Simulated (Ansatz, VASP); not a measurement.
# Cross-check of TiCo between VASP and Ansatz, part 2 of 3

Aim: how closely do two programs agree when they are given the same cell, functional and k mesh? The cell is taken from a series of runs on this material, whose earlier steps may have relaxed, scaled, displaced or heated it; both programs get it as it stands.

VASP 6.6.1 and Ansatz 0.2.0.

So far: Starting point; Ansatz: relaxation of cell and atoms, PBEsol, pair 1.

## 3. VASP: relaxation of cell and atoms, PBEsol, pair 1

Level of this step: PBEsol, spin-polarised from a ferromagnetic start (one magnetic atom a cell); plane waves and PAW (Ti_sv, Co) (VASP).

The same cell, functional, mesh and smearing now go to VASP, with its own data sets.

Lines of VASP's logs that name or quote its potential files are left out, and so is its time.

INCAR reads:

```
SYSTEM = TiCo
PREC = Accurate
ENCUT = 600
EDIFF = 1E-07
NELM = 200
ISMEAR = 0
SIGMA = 0.1
LREAL = .FALSE.
ALGO = Normal
GGA = PS
NBANDS = 18
ISPIN = 2
MAGMOM = -0 0.68
LASPH = .TRUE.
LMAXMIX = 4
LORBIT = 11
LWAVE = .FALSE.
LCHARG = .FALSE.
ISIF = 3
IBRION = 2
NSW = 80
EDIFFG = -0.005
GGA_COMPAT = .FALSE.
NELMIN = 4
KPAR = 2
```

POSCAR reads:

```
TiCo
1.0
    2.9337620000      0.0000000000      0.0000000000
    0.0000000000      2.9337620000      0.0000000000
    0.0000000000      0.0000000000      2.9337620000
Ti Co
1 1
Direct
    0.0000000000      0.0000000000      0.0000000000
    0.5000000000      0.5000000000      0.5000000000
```

KPOINTS reads:

```
Automatic mesh
0
Gamma
14 14 14
0 0 0
```

PAW data sets: Ti_sv and Co (PBE family, release 64).

On the command line:

```sh
$ mpirun -np 2 vasp_std
```

Numbers of over 12 decimals in the logs are rounded to 6 here.

The program printed:

```text
[banner, memory and clock lines left out]
running    2 mpi-ranks, on    1 nodes
 distrk:  each k-point on    1 cores,    2 groups
 distr:  one band on    1 cores,    1 groups

 POSCAR found type information on POSCAR TiCo
 POSCAR found :  2 types and       2 ions
|                                                                             |
|               ----> ADVICE to this user running VASP <----                  |
|                                                                             |
|     You enforced a specific xc type in the INCAR file but a different       |
|     [... a line on the potential file left out ...]
|     I HOPE YOU KNOW WHAT YOU ARE DOING!                                     |
|                                                                             |

 LDA part: xc-table for (Slater+PW92), standard interpolation
 POSCAR, INCAR and KPOINTS ok, starting setup
 FFT: planning ... GRIDC
 FFT: planning ... GRID_SOFT
 FFT: planning ... GRID
 WAVECAR not read
 entering main loop
       N       E                     dE             d eps       ncg     rms          rms(c)
DAV:   1     0.163984136167E+03    0.16398E+03   -0.11027E+04  8712   0.163E+03
DAV:   2    -0.971553077328E+01   -0.17370E+03   -0.16828E+03  8762   0.360E+02
DAV:   3    -0.191661224835E+02   -0.94506E+01   -0.93148E+01 11368   0.906E+01
DAV:   4    -0.194247102573E+02   -0.25859E+00   -0.25751E+00 10560   0.128E+01
DAV:   5    -0.194331892883E+02   -0.84790E-02   -0.84778E-02 10558   0.223E+00    0.150E+01
DAV:   6    -0.182061064583E+02    0.12271E+01   -0.15291E+01  9298   0.539E+01    0.109E+01
DAV:   7    -0.184686618966E+02   -0.26256E+00   -0.19190E+01 10942   0.444E+01    0.167E+01
DAV:   8    -0.169092449715E+02    0.15594E+01   -0.80782E+00 11108   0.265E+01    0.187E+00
DAV:   9    -0.169104183399E+02   -0.11734E-02   -0.24509E-01 12186   0.487E+00    0.185E+00
DAV:  10    -0.169040473430E+02    0.63710E-02   -0.57758E-02 10934   0.274E+00    0.691E-01
DAV:  11    -0.169050777148E+02   -0.10304E-02   -0.68098E-03 11892   0.834E-01    0.413E-01
DAV:  12    -0.169063235201E+02   -0.12458E-02   -0.96932E-03 11868   0.982E-01    0.234E-01
DAV:  13    -0.169064843598E+02   -0.16084E-03   -0.27852E-03 13034   0.447E-01    0.872E-02
DAV:  14    -0.169065433851E+02   -0.59025E-04   -0.28083E-04 11360   0.186E-01    0.639E-02
DAV:  15    -0.169065553400E+02   -0.11955E-04   -0.40703E-04 11504   0.209E-01    0.139E-02
DAV:  16    -0.169065583458E+02   -0.30058E-05   -0.19408E-05 10514   0.406E-02    0.757E-03
DAV:  17    -0.169065587344E+02   -0.38858E-06   -0.18670E-06 12158   0.142E-02    0.585E-03
DAV:  18    -0.169065583379E+02    0.39652E-06   -0.49965E-06 11322   0.225E-02    0.301E-03
DAV:  19    -0.169065586968E+02   -0.35888E-06   -0.18495E-06  9478   0.146E-02    0.103E-03
DAV:  20    -0.169065587067E+02   -0.99367E-08   -0.54604E-08  4520   0.219E-03
   1 F= -.16906559E+02 E0= -.16900799E+02  d E =-.169066E+02  mag=     0.5612
 curvature:   0.00 expect dE= 0.000E+00 dE for cont linesearch  0.000E+00
 trial: gam= 0.00000 g(F)=  0.000E+00 g(S)=  0.591E-04 ort = 0.000E+00 (trialstep = 0.100E+01)
 search vector abs. value=  0.591E-04
 bond charge predicted
       N       E                     dE             d eps       ncg     rms          rms(c)
DAV:   1    -0.169078392270E+02   -0.12805E-02   -0.22796E-02  9580   0.206E+00    0.335E-01
DAV:   2    -0.169109292566E+02   -0.30900E-02   -0.25927E-02  9302   0.191E+00    0.806E-01
DAV:   3    -0.169065966140E+02    0.43326E-02   -0.17917E-02 11276   0.152E+00    0.102E-01
DAV:   4    -0.169065389844E+02    0.57630E-04   -0.26723E-04 11232   0.128E-01    0.476E-02
DAV:   5    -0.169065411399E+02   -0.21555E-05   -0.45447E-05 12236   0.358E-02    0.295E-02
DAV:   6    -0.169065465095E+02   -0.53696E-05   -0.79476E-06 12712   0.148E-02    0.229E-02
DAV:   7    -0.169065538748E+02   -0.73653E-05   -0.25213E-05 12266   0.389E-02    0.398E-03
DAV:   8    -0.169065542638E+02   -0.38904E-06   -0.38299E-06  9270   0.113E-02    0.327E-03
DAV:   9    -0.169065543063E+02   -0.42479E-07   -0.10431E-06  9120   0.107E-02    0.243E-03
DAV:  10    -0.169065543258E+02   -0.19485E-07   -0.10038E-07  4750   0.327E-03
   2 F= -.16906554E+02 E0= -.16900759E+02  d E =0.438094E-05  mag=     0.5681
 trial-energy change:    0.000004  1 .order    0.000008   -0.000059    0.000075
 step:   0.4800(harm=  0.4416)  dis= 0.00000  next Energy=   -16.906573 (dE=-0.146E-04)
 bond charge predicted
       N       E                     dE             d eps       ncg     rms          rms(c)
DAV:   1    -0.169069181543E+02   -0.36385E-03   -0.61651E-03  9590   0.107E+00    0.175E-01
DAV:   2    -0.169077723406E+02   -0.85419E-03   -0.70786E-03  9298   0.100E+00    0.419E-01
DAV:   3    -0.169065808688E+02    0.11915E-02   -0.48052E-03 11270   0.795E-01    0.528E-02
DAV:   4    -0.169065661354E+02    0.14733E-04   -0.72255E-05 11276   0.665E-02    0.243E-02
DAV:   5    -0.169065673635E+02   -0.12281E-05   -0.12187E-05 12140   0.185E-02    0.152E-02
DAV:   6    -0.169065690958E+02   -0.17323E-05   -0.21853E-06 12410   0.766E-03    0.119E-02
DAV:   7    -0.169065718540E+02   -0.27583E-05   -0.68637E-06 12270   0.203E-02    0.217E-03
DAV:   8    -0.169065719341E+02   -0.80091E-07   -0.10592E-06  8918   0.611E-03    0.160E-03
DAV:   9    -0.169065720149E+02   -0.80776E-07   -0.23264E-07  6398   0.510E-03
   3 F= -.16906572E+02 E0= -.16900794E+02  d E =-.133082E-04  mag=     0.5648
 curvature:  -0.22 expect dE=-0.103E-06 dE for cont linesearch -0.103E-06
 trial: gam=-0.08116 g(F)=  0.655E-66 g(S)=  0.469E-06 ort = 0.527E-05 (trialstep = 0.896E+00)
 search vector abs. value=  0.382E-08
 reached required accuracy - stopping structural energy minimisation
```

From OUTCAR (step 3):

```text
ion  position               nearest neighbor table
   1  0.000  0.000  0.000-   2 2.54   2 2.54   2 2.54   2 2.54   2 2.54   2 2.54   2 2.54   2 2.54

  LATTYP: Found a simple cubic cell.
 ALAT       =     2.9337620000

 Subroutine GETGRP returns: Found 48 space group operations
 (whereof 48 operations were pure point group operations)

The static configuration has the point symmetry O_h .

 Found    120 irreducible k-points:

   k-points           NKPTS =    120   k-points in BZ     NKDIM =    120   number of bands    NBANDS=     18

   dimension x,y,z NGX =    24 NGY =   24 NGZ =   24
   dimension x,y,z NGXF=    48 NGYF=   48 NGZF=   48

   ENCUT  =  600.0 eV  44.10 Ry    6.64 a.u.   5.86  5.86  5.86*2*pi/ulx,y,z

   NELECT =      21.0000    total number of electrons

 k-points in reciprocal lattice and weights: Automatic mesh
   0.00000000  0.00000000  0.00000000       0.000
   0.07142857  0.00000000  0.00000000       0.002
   0.14285714  0.00000000  0.00000000       0.002
   0.21428571  0.00000000  0.00000000       0.002
   0.28571429  0.00000000  0.00000000       0.002
   0.35714286  0.00000000  0.00000000       0.002
   0.42857143  0.00000000  0.00000000       0.002
   0.50000000  0.00000000  0.00000000       0.001
   0.07142857  0.07142857  0.00000000       0.004
[...]
0.50000000  0.50000000  0.42857143       0.002
   0.50000000  0.50000000  0.50000000       0.000

 average (electrostatic) potential at core
       1 -70.3541       2 -77.9692

 E-fermi :  10.4706

 spin component 1
 k-point     1 :       0.0000    0.0000    0.0000
  band No.  band energies     occupation
    ...
      6       6.1785      1.00000
      7       6.1785      1.00000
      8       8.6657      1.00000
      9       8.6657      1.00000
     10       8.6657      1.00000
     11      11.0820      0.00000
     12      11.0820      0.00000
     13      13.3344      0.00000
     14      13.3344      0.00000
     15      13.3344      0.00000
    ...

 k-point     2 :       0.0714    0.0000    0.0000
  band No.  band energies     occupation
    ...
      6       6.2238      1.00000
      7       6.2295      1.00000
      8       8.6580      1.00000
      9       8.6580      1.00000
     10       8.6841      1.00000
     11      11.0297      0.00000
     12      11.1033      0.00000
     13      13.1823      0.00000
     14      13.1823      0.00000
     15      13.3112      0.00000
    ...

 k-point     3 :       0.1429    0.0000    0.0000
  band No.  band energies     occupation
    ...
      6       6.3566      1.00000
      7       6.3704      1.00000
      8       8.6375      1.00000
      9       8.6375      1.00000
     10       8.7365      1.00000
     11      10.8767      0.00000
     12      11.1526      0.00000
     13      12.7969      0.00000
     14      12.7969      0.00000
     15      13.2449      0.00000
    ...

 k-point     4 :       0.2143    0.0000    0.0000
  band No.  band energies     occupation
    ...
      6       6.5657      1.00000
      7       6.5676      1.00000
      8       8.6117      1.00000
      9       8.6117      1.00000
     10       8.8150      1.00000
     11      10.6350      0.01001
     12      11.1798      0.00000
     13      12.3142      0.00000
     14      12.3142      0.00000
     15      13.1463      0.00000
    ...

 k-point     5 :       0.2857    0.0000    0.0000
  band No.  band energies     occupation
    ...
      7       6.8380      1.00000
      8       8.5890      1.00000
      9       8.5890      1.00000
     10       8.9065      1.00000
     11      10.3286      0.97763
     12      11.0882      0.00000
     13      11.8447      0.00000
     14      11.8447      0.00000
     15      13.0324      0.00000
     16      15.6965      0.00000
    ...

 k-point     6 :       0.3571    0.0000    0.0000
  band No.  band energies     occupation
    ...
      7       7.1327      1.00000
      8       8.5752      1.00000
      9       8.5752      1.00000
     10       8.9935      1.00000
     11       9.9996      1.00000
     12      10.7887      0.00000
     13      11.4607      0.00000
     14      11.4607      0.00000
     15      12.9252      0.00000
     16      14.9836      0.00000
    ...

  Total        0.0025461      0.0025461      0.0025461     -0.0000000     -0.0000000      0.0000000
  in kB        0.1613926      0.1613926      0.1613926     -0.0000000     -0.0000000      0.0000000
  external PRESSURE =       0.1613926 kB  Pullay stress =       0.0000000 kB

  energy-cutoff  :      600.00
  volume of cell :       25.28
      direct lattice vectors                 reciprocal lattice vectors
     2.934732715  0.000000000 -0.000000000     0.340746534 -0.000000000  0.000000000
     0.000000000  2.934732715  0.000000000    -0.000000000  0.340746534 -0.000000000
    -0.000000000  0.000000000  2.934732715     0.000000000 -0.000000000  0.340746534

 POSITION                                       TOTAL-FORCE (eV/Angst)
 -----------------------------------------------------------------------------------
      0.00000      0.00000      0.00000        -0.000000     -0.000000      0.000000
      1.46737      1.46737      1.46737         0.000000      0.000000      0.000000
 -----------------------------------------------------------------------------------
    total drift:                                0.000000      0.000000     -0.000000

  FREE ENERGIE OF THE ION-ELECTRON SYSTEM (eV)
  ---------------------------------------------------
  free  energy   TOTEN  =       -16.9065720149 eV

  energy  without entropy=      -16.8950165243  energy(sigma->0) =      -16.90079427

 reached required accuracy - stopping structural energy minimisation

 total charge
# of ion       s       p       d       tot
------------------------------------------
    1        2.261   6.199   1.905  10.364
    2        0.544   0.483   7.359   8.385
--------------------------------------------------
tot          2.804   6.681   9.264  18.749

 magnetization (x)
# of ion       s       p       d       tot
------------------------------------------
    1       -0.002  -0.007   0.000  -0.009
    2        0.022  -0.002   0.575   0.594
--------------------------------------------------
tot          0.020  -0.009   0.575   0.586

[... 6 further parts left out ...]
```

CONTCAR:

```
TiCo
   1.00000000000000
     2.9347327152740932    0.0000000000000000   -0.0000000000000000
     0.0000000000000000    2.9347327152740932    0.0000000000000000
    -0.0000000000000000    0.0000000000000000    2.9347327152740932
  Ti              Co
     1     1
Direct
     0.0000000000000000    0.0000000000000000    0.0000000000000000
     0.5000000000000000    0.5000000000000000    0.5000000000000000
```

The cell holds one magnetic atom, so no antiferromagnetic order fits into it.

## 4. Comparison

Known differences besides the potentials themselves: VASP starts from the moments at which Ansatz ended; the data sets hold 29 valence electrons in Ansatz (on its default PAW (the set named soft_2) files) and 21 in VASP; the cutoff is 420 eV in Ansatz and 600 eV in VASP; Ansatz makes its cores anew for this functional, VASP keeps those of its PBE data sets; Ansatz adds a Pulay correction to the stress that steers its cell, VASP none; site moments are counted in spheres of each program's own size. Total energies have different zeros and are not compared.

The two programs side by side:

| quantity | Ansatz | VASP | difference |
| --- | --- | --- | --- |
| volume (Å³) | 25.37 | 25.28 | +0.39 % |
| edge a after relaxation, in the typed setting (Å) | 2.938 | 2.935 | +0.13 % |
| total moment (μB) | 0.65 | 0.56 | +0.08 |
| moment on Co2 (μB) | 0.68 | 0.59 | +0.09 |

(Part 2 of 3 ends here.)

[Lines on the potential files, build, host, timing and source positions are cut from VASP's logs without a mark.]

[Logs are printed without paths, hosts, clocks, repeated set-up lines and the standing remarks that a program may print on its own settings, such as how far it seeks lower states.]

[Hosts, paths, dates, database ids (printed as entryN), source tags and the programs' standing remarks are cut or masked in the printed files.]
